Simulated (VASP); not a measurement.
A convergence study with VASP on CaO (rock salt): one setting is varied, all else stays as given below, so the limit is that of these other settings. Each run relaxes cell and ions from the cell shown.

```
CELL_PARAMETERS angstrom
      0.00000     2.40500     2.40500
      2.40500     0.00000     2.40500
      2.40500     2.40500     0.00000
ATOMIC_POSITIONS crystal
  Ca 0.00000 0.00000 0.00000
  O  0.50000 0.50000 0.50000
```

The numbers are results of PBEsol GGA, VASP's PBE PAW potentials (set 64) (plane waves; VASP), not measurements. The tightest run used: 700 eV cut-off, 14×14×14 Γ-centred mesh, Gaussian smearing of 0.050 eV, potentials Ca_sv O.

Gaps are read on the run's mesh, which can miss a band edge.

```tsv
setting	relaxed volume (Å³/atom)	E (eV/atom)	gap on the mesh (eV)	irreducible k-points
2×2×2 mesh	13.813	-6.5397	3.245	3
3×3×3 mesh	13.640	-6.6914	4.000	4
4×4×4 mesh	13.613	-6.7058	3.520	8
```

Q: These are the cheaper rows. Estimate the results at 14×14×14 mesh, and how far the last row shown lies from them.

A: 
```json
[
 {"quantity": "relaxed volume (Å³/atom)", "tightest run": "13.607", "last row shown is off by": "0.006"},
 {"quantity": "E (eV/atom)", "tightest run": "-6.7082", "last row shown is off by": "0.0024"},
 {"quantity": "gap on the mesh (eV)", "tightest run": "3.527", "last row shown is off by": "-0.008"}
]
```

Left out are rungs that failed or repeat a setting and relaxations that didn't move; long series are thinned to 24 rows.

The compound is CaO in the rock salt structure.
